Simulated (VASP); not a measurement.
# BaHf2Ag2 (P1) in VASP: single point with r2SCAN

Aim: the single point of BaHf2Ag2 with r2SCAN.

Everything below comes from runs of VASP 6.6.1. Logs are shortened: lines on timing, memory, paths and dates and some standing lists are left out, and cuts for length are marked.

## (1) Starting point

The typed cell holds 5 atoms: a = 4.724 Å, b = 4.727 Å, c = 6.414 Å, α = 67.87°, β = 67.79°, γ = 90.36°.

The cell was built by a generator and needn't be a form met in nature.

## (2) Single point, r2SCAN

POSCAR

```
BaHf2Ag2
1.0
   -0.0147479800      4.7240752600     -0.0329359000
    4.7267930300     -0.0147479800     -0.0289902300
    2.3902262800      2.3935215900     -5.4493913300
Ba Ag Hf
1 2 2
Direct
    0.0103120000      0.0229850000      0.9899760000
    0.7276090000      0.2497280000      0.5191560000
    0.2686970000      0.7559470000      0.4752860000
    0.3389610000      0.3782040000      0.2519320000
    0.6276870000      0.6212630000      0.7397540000
```

INCAR.step1

```
PREC = Accurate
ENCUT = 520
ISMEAR = -1
SIGMA = 0.1
LREAL = F
LASPH = T
NELM = 100
NBANDS = 34
GGA = PE
ALGO = Normal
EDIFF = 1E-4
LWAVE = T
LCHARG = F
```

INCAR.step2

```
PREC = Accurate
ENCUT = 520
EDIFF = 1E-6
ISMEAR = -1
SIGMA = 0.1
LREAL = F
LASPH = T
NELM = 100
ALGO = Normal
ISIF = 2
LWAVE = F
LCHARG = F
METAGGA = R2SCAN
LMIXTAU = T
NBANDS = 34
ISTART = 1
```

KPOINTS

```
Automatic mesh
0
Gamma
  4 4 4
  0.5 0.5 0
```

Potentials or basis: VASP PAW PBE potentials, release 64 (Ba_sv, Ag, Hf_pv).

Launch:

```bash
$ cat potpaw_PBE.64/Ba_sv/POTCAR potpaw_PBE.64/Ag/POTCAR potpaw_PBE.64/Hf_pv/POTCAR > POTCAR
$ cp INCAR.step1 INCAR
$ mpirun -np 1 vasp_std > vasp.out
$ cp INCAR.step2 INCAR
$ mpirun -np 1 vasp_std > vasp.out
```

OUTCAR:

```text
PREC = Accurate
   ENCUT = 520
   EDIFF = 1E-6
   ISMEAR = -1
   LREAL = F
   LASPH = T
   NELM = 100
   ISIF = 2
   METAGGA = R2SCAN
   ISTART = 1

 ion  position               nearest neighbor table
   1  0.010  0.023  0.990-   2 3.40   5 3.47   4 3.48   3 3.51   3 3.56   5 3.56   2 3.56   4 3.56
                             3 3.56   5 3.68   2 3.71   2 3.72   4 3.72   5 3.73   3 3.75   4 3.76
   2  0.728  0.250  0.519-   5 2.59   4 2.66   5 2.71   4 2.88   3 3.24   3 3.33   3 3.35   1 3.40
                             3 3.48   1 3.56   1 3.71   1 3.72
   3  0.269  0.756  0.475-   4 2.63   4 2.70   5 2.74   5 2.78   2 3.24   2 3.33   2 3.35   2 3.48
                             1 3.51   1 3.56   1 3.56   1 3.75
   4  0.339  0.378  0.252-   3 2.63   2 2.66   3 2.70   5 2.78   2 2.88   1 3.48   1 3.56   1 3.72
                             1 3.76   1 4.01
   5  0.628  0.621  0.740-   2 2.59   2 2.71   3 2.74   4 2.78   3 2.78   1 3.47   1 3.56   1 3.68
                             1 3.73   1 4.06

  LATTYP: Found a triclinic cell.
 ALAT       =     4.7242130920
 B/A-ratio  =     1.4189942654
 C/A-ratio  =     1.3576632795
 COS(alpha) =     0.0007121837
 COS(beta)  =     0.3779268717
 COS(gamma) =     0.7090954680

  Lattice vectors:

 A1 = (   0.0147479800,  -4.7240752600,   0.0329359000)
 A2 = (   4.7415410100,  -4.7388232400,   0.0039456700)
 A3 = (  -2.3902262800,  -2.3935215900,   5.4493913300)

Analysis of symmetry for initial positions (statically):
=====================================================================
 Subroutine PRICEL returns:
 Original cell was already a primitive cell.

 Routine SETGRP: Setting up the symmetry group for a
 triclinic supercell.

 Subroutine GETGRP returns: Found  1 space group operations
 (whereof  1 operations were pure point group operations)
 out of a pool of  2 trial point group operations.

The static configuration has the point symmetry C_1 .

Analysis of symmetry for dynamics (positions and initial velocities):
=====================================================================
 Subroutine PRICEL returns:
 Original cell was already a primitive cell.

 Routine SETGRP: Setting up the symmetry group for a
 triclinic supercell.

 Subroutine GETGRP returns: Found  1 space group operations
 (whereof  1 operations were pure point group operations)
 out of a pool of  2 trial point group operations.

The dynamic configuration has the point symmetry C_1 .

 Subroutine INISYM returns: Found  1 space group operations
 (whereof  1 operations are pure point group operations),
 and found     1 'primitive' translations

----------------------------------------------------------------------------------------

                                     Primitive cell

  volume of cell :     120.9801

  direct lattice vectors                    reciprocal lattice vectors
    -0.014747980  4.724075260 -0.032935900     0.001237859  0.212339529  0.093808277
     4.726793030 -0.014747980 -0.028990230     0.212138258  0.001315025  0.093626232
     2.390226280  2.393521590 -5.449391330    -0.001136036 -0.001290367 -0.184571789

  length of vectors
     4.724213092  4.726904937  6.413890640     0.232141338  0.231884112  0.184579795

  position of ions in fractional coordinates (direct lattice)
     0.010312000  0.022985000  0.989976000
     0.727609000  0.249728000  0.519156000
     0.268697000  0.755947000  0.475286000
     0.338961000  0.378204000  0.251932000
     0.627687000  0.621263000  0.739754000

  ion indices of the primitive-cell ions
   primitive index   ion index
                 1           1
                 2           2
                 3           3
                 4           4
                 5           5

----------------------------------------------------------------------------------------

 KPOINTS: Automatic mesh

Automatic generation of k-mesh.
 Grid dimensions read from file:
 generate k-points for:    4    4    4

 Generating k-lattice:

  Cartesian coordinates                     Fractional coordinates (reciprocal lattice)
     0.000309465  0.053084882  0.023452069     0.250000000  0.000000000  0.000000000
     0.053034565  0.000328756  0.023406558    -0.000000000  0.250000000  0.000000000
    -0.000284009 -0.000322592 -0.046142947    -0.000000000  0.000000000  0.250000000

  Length of vectors
     0.058035334  0.057971028  0.046144949

  Shift w.r.t. Gamma in fractional coordinates (k-lattice)
     0.500000000  0.500000000  0.000000000

 Subroutine IBZKPT returns following result:
 ===========================================

 Found     32 irreducible k-points:

 Following reciprocal coordinates:
            Coordinates               Weight
  0.125000  0.125000  0.000000      2.000000
  0.375000  0.125000  0.000000      2.000000
 -0.375000  0.125000  0.000000      2.000000
 -0.125000  0.125000 -0.000000      2.000000
  0.125000  0.375000  0.000000      2.000000
  0.375000  0.375000  0.000000      2.000000
[... 16 lines left out ...]
 -0.375000 -0.125000  0.250000      2.000000
 -0.125000 -0.125000  0.250000      2.000000
 [... further k-points ...]
   k-points           NKPTS =     32   k-points in BZ     NKDIM =     32   number of bands    NBANDS=     34
   number of dos      NEDOS =    301   number of ions     NIONS =      5
   total plane-waves  NPLWV =  62208
   dimension x,y,z NGX =    36 NGY =   36 NGZ =   48
   dimension x,y,z NGXF=    72 NGYF=   72 NGZF=   96
   ions per type =               1   2   2
   NGX,Y,Z   is equivalent  to a cutoff of  12.67, 12.66, 12.44 a.u.
   NGXF,Y,Z  is equivalent  to a cutoff of  25.34, 25.32, 24.88 a.u.
 SYSTEM =  unknown system
   PREC   = accura    normal or accurate (medium, high low for compatibility)
   ISTART =      1    job   : 0-new  1-cont  2-samecut
   ICHARG =      0    charge: 1-file 2-atom 10-const
   ISPIN  =      1    spin polarized calculation?
   LNONCOLLINEAR =      F non collinear calculations
   LSORBIT =      F    spin-orbit coupling
   LASPH  =      T    aspherical Exc in radial PAW
   ENCUT  =  520.0 eV  38.22 Ry    6.18 a.u.   8.78  8.79 11.93*2*pi/ulx,y,z
   NELM   =    100;   NELMIN=  2; NELMDL=  0     # of ELM steps
   EDIFF  = 0.1E-05   stopping-criterion for ELM
   LREAL  =      F    real-space projection
   EDIFFG = 0.1E-04   stopping-criterion for IOM
   NSW    =      0    number of steps for IOM
   IBRION =     -1    ionic relax: 0-MD 1-quasi-New 2-CG
   NFREE  =      0    steps in history (QN), initial steepest desc. (CG)
   ISIF   =      2    stress and relaxation
   ISYM   =      2    0-nonsym 1-usesym 2-fastsym
   POTIM  = 0.5000    time-step for ionic-motion
   TEBEG  =    0.0;   TEEND  =   0.0 temperature during run
   PSTRESS=    0.0 pullay stress
   NELECT =      52.0000    total number of electrons
   NUPDOWN=      -1.0000    fix difference up-down
   EMIN   =  10.00;   EMAX   =-10.00  energy-range for DOS
   EFERMI =   0.00;   METHOD = LEGACY
   ISMEAR =    -1;   SIGMA  =   0.10  broadening in eV -4-tet -1-fermi 0-gaus
   EFERMI_NEDOS =   21; number of points for ismear=-14 and -15
   IALGO  =     38    algorithm
   IMIX   =      4    mixing-type and parameters
     AMIX     =   0.40;   BMIX     =  1.00
     AMIX_MAG =   1.60;   BMIX_MAG =  1.00
  volume/ion in A,a.u.               =      24.20       163.28
  Fermi-wavevector in a.u.,A,eV,Ry     =   1.235486  2.334731 20.768298  1.526427
  Thomas-Fermi vector in A             =   2.370134
   LORBIT       =      0    0 simple, 1 ext, 2 COOP (PROOUT), +10 PAW based schemes
   METAGGA = R2SCAN    functional components
   LHFCALC =     F    Hartree Fock is set to
   AEXX    =    0.0000 exact exchange contribution
   IVDW    =     0    specifies the selected vdW correction
   LEPSILON=     F    determine dielectric tensor
   LRPA    =     F    only Hartree local field effects (RPA)
 non-spin polarized calculation
  energy-cutoff  :      520.00
  volume of cell :      120.98
 maximum number of plane-waves:      3277
   NGX = 17   NGY = 17   NGZ = 23

 number of electron      52.0000004 magnetization

 Free energy of the ion-electron system (eV)
  ---------------------------------------------------
  ext. energy  EPLUGINS =         0.00000000
  ---------------------------------------------------
  free energy    TOTEN  =      -156.26702323 eV

  energy without entropy =     -156.10344473  energy(sigma->0) =     -156.18523398

 E-fermi :   5.2529     XC(G=0): -11.4006

 val. band max:        5.2376557414   @ k =  -0.3750  -0.3750   0.2500
 cond. band min:       5.2829608699   @ k =  -0.1250   0.3750   0.0000
 fundamental gap:      0.0453051285
 Fermi energy:         5.2528950832

 k-point     1 :       0.1250    0.1250    0.0000
  band No.  band energies     occupation
      1     -27.0608      2.00000
      2     -27.0409      2.00000
      3     -27.0256      2.00000
      4     -26.9557      2.00000
      5     -26.9417      2.00000
      6     -26.3705      2.00000
[... 26 lines left out ...]
     33       8.8407      0.00000
     34       9.4332      0.00000

 k-point     2 :       0.3750    0.1250    0.0000
  band No.  band energies     occupation
      1     -27.0543      2.00000
      2     -27.0438      2.00000
      3     -27.0313      2.00000
      4     -26.9557      2.00000
      5     -26.9410      2.00000
      6     -26.3750      2.00000
[... 26 lines left out ...]
     33       8.3990      0.00000
     34       8.9251      0.00000

 k-point     3 :      -0.3750    0.1250    0.0000
  band No.  band energies     occupation
      1     -27.0562      2.00000
      2     -27.0408      2.00000
      3     -27.0318      2.00000
      4     -26.9589      2.00000
      5     -26.9402      2.00000
      6     -26.3727      2.00000
[... 26 lines left out ...]
     33       8.2475      0.00000
     34       9.1667      0.00000
[... 704 lines left out ...]
 k-point    23 :      -0.3750   -0.1250    0.2500
  band No.  band energies     occupation
      1     -27.0560      2.00000
      2     -27.0405      2.00000
      3     -27.0326      2.00000
      4     -26.9583      2.00000
      5     -26.9384      2.00000
      6     -26.3752      2.00000
[... 26 lines left out ...]
     33       8.3838      0.00000
     34       9.0770      0.00000

 k-point    24 :      -0.1250   -0.1250    0.2500
  band No.  band energies     occupation
      1     -27.0538      2.00000
      2     -27.0426      2.00000
      3     -27.0302      2.00000
      4     -26.9535      2.00000
      5     -26.9372      2.00000
      6     -26.3790      2.00000
[... 26 lines left out ...]
     33       8.3873      0.00000
     34       8.7594      0.00000

 [... further k-points ...]

------------------------ aborting loop because EDIFF is reached ----------------------------------------

  FORCE on cell =-STRESS in cart. coord.  units (eV):
  Direction    XX          YY          ZZ          XY          YZ          ZX
  --------------------------------------------------------------------------------------
  -------------------------------------------------------------------------------------
  Total        9.1378951      6.5166176      8.5190505      0.1189685      0.5339052     -0.9811455
  in kB      121.0160317     86.3016264    112.8204770      1.5755380      7.0706749    -12.9936193
  external PRESSURE =     106.7127117 kB  Pullay stress =       0.0000000 kB

 VOLUME and BASIS-vectors are now :
 -----------------------------------------------------------------------------
  energy-cutoff  :      520.00
  volume of cell :      120.98
      direct lattice vectors                 reciprocal lattice vectors
    -0.014747980  4.724075260 -0.032935900     0.001237859  0.212339529  0.093808277
     4.726793030 -0.014747980 -0.028990230     0.212138258  0.001315025  0.093626232
     2.390226280  2.393521590 -5.449391330    -0.001136036 -0.001290367 -0.184571789

 POSITION                                       TOTAL-FORCE (eV/Angst)
 -----------------------------------------------------------------------------------
      2.47476      2.41790     -5.39577        -0.368864     -0.472130     -0.168985
      2.41058      4.67621     -2.86029        -0.623653     -0.719958      0.565876
      4.70528      2.39580     -2.62078         0.332254      0.101421     -0.353241
      2.38487      2.19870     -1.39500        -0.167466      0.625288     -0.819682
      4.69550      4.72670     -4.06989         0.827729      0.465380      0.776032
 -----------------------------------------------------------------------------------
    total drift:                                0.000631      0.000951      0.000152

  FREE ENERGIE OF THE ION-ELECTRON SYSTEM (eV)
  ---------------------------------------------------
  free  energy   TOTEN  =      -156.2670232293 eV

  energy  without entropy=     -156.1034447274  energy(sigma->0) =     -156.18523398
```

Run time: 4 min. Hardware: 1 thread of Intel Xeon Platinum 8488C (Sapphire Rapids), shared host; peak memory 0.34 GiB.

Results:

| Item | Value |
| --- | --- |
| Free energy | -156.2670 eV |
| Pressure | 10.7 GPa |
| Largest force | 1.226 eV/Å |
| Band gap on the k mesh | none (metal or under the smearing width) |

Forces in eV/Å, atoms in the order of the input:
```
Ba  -0.369 -0.472 -0.169
Ag  -0.624 -0.720  0.566
Ag   0.332  0.101 -0.353
Hf  -0.167  0.625 -0.820
Hf   0.828  0.465  0.776
```

Stress tensor (GPa, compression positive):
```
12.10  0.16 -1.30
 0.16  8.63  0.71
-1.30  0.71 11.28
```

Caveat: the k mesh is coarse (spacing up to 0.36 Å⁻¹), so the values aren't converged; the PAW data sets were made with another functional, which shifts forces and pressure a little. The run has no spin-orbit coupling, so splittings on Ba, Hf are missing.
